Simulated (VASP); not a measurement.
Given:

```yaml
crystal:
  lattice:
    - [0.00000, 2.03455, 2.03455]
    - [2.03455, 0.00000, 2.03455]
    - [2.03455, 2.03455, 0.00000]
  atoms:
    - { symbol: Mg, position: [0.00000, 0.00000, 0.00000] }
    - { symbol: O, position: [0.50000, 0.50000, 0.50000] }
```

The numbers are results of PBEsol GGA, VASP's PBE PAW potentials (set 64) (plane waves; VASP 6.6.1), not measurements. Run with 620 eV cut-off, 11×11×11 Γ-centred mesh, Gaussian smearing of 0.050 eV, potentials Mg O.

### Question
What does the run give for the energy per atom (σ→0), pressure, band gap (on the k-mesh) with the smallest direct gap where there is one?

### Answer

```yaml
band gap (on the k-mesh): 5.71 eV
smallest direct gap (on the k-mesh): 5.71 eV
energy per atom (σ→0): -6.205 eV/atom
pressure: 19.98 GPa
```

The structure was generated: MgO was put into the rock salt type (Fm-3m), which need not be its known phase. It was relaxed first under an external pressure of 20 GPa.
